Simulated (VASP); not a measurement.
VASP input:

File KPOINTS:
```
Automatic mesh
0
Gamma
7 7 6
0 0 0
```

INCAR:
```
SYSTEM  =  TePb
PREC  =  Accurate; ENCUT  =  400; LREAL  =  .FALSE.
LASPH  =  .TRUE.
EDIFF  =  1E-6; NELM  =  100; ALGO  =  Normal
LMAXMIX  =  4; LMIXTAU  =  .TRUE.
ISMEAR  =  0; SIGMA  =  0.05
METAGGA  =  R2SCAN
IBRION  =  2; NSW  =  60; ISIF  =  3
EDIFFG  =  -0.01
LWAVE  =  .FALSE.; LCHARG  =  .FALSE.
```

### POSCAR
```
TePb
1
    4.1830220000     0.0000000000     0.0000000000
   -2.0915110000     3.6226030000     0.0000000000
    0.0000000000     0.0000000000     4.0824220000
Pb Te
1 1
Direct
  0.0000000000   0.0000000000   0.0000000000
  0.6666670000   0.3333330000   0.5000000000
```

POTCAR, in this order: Pb_d Te (PBE.64 set). Program: vasp_std.

Write an equivalent input for Ansatz.

One equivalent input (not run):
Ansatz 0.2 input:
```yaml
crystal:
  lattice:
    - [4.1830220, 0.0000000, 0.0000000]
    - [-2.0915110, 3.6226030, 0.0000000]
    - [0.0000000, 0.0000000, 4.0824220]
  atoms:
    - { symbol: Pb, position: [0.0000000, 0.0000000, 0.0000000] }
    - { symbol: Te, position: [0.6666670, 0.3333330, 0.5000000] }
kpoints:
  mp_grid: { grid: [7, 7, 6] }
hamiltonian:
  xc: r2scan
  pseudopotentials: { kind: paw }
scf:
  occupations: { method: gaussian, width: 0.05 }
  max_iter: 100
relax:
  max_steps: 60
  f_tol: 0.01
  cell: {}
output: { forces: true, stress: true, eigenvalues: true }
```
What does not carry over: each code has its own PAW files, so the cut-off isn't converted (ENCUT is set for VASP's; basis.ecutwfc is left out, and Ansatz then takes the one that its files recommend); Ansatz stops its SCF on the density residual and VASP on the energy change (EDIFF).

The structure was generated: TePb was put into the WC type (P-6m2), which need not be its known phase. This run relaxes it. Symmetry was kept, so distortions that lower it aren't found.
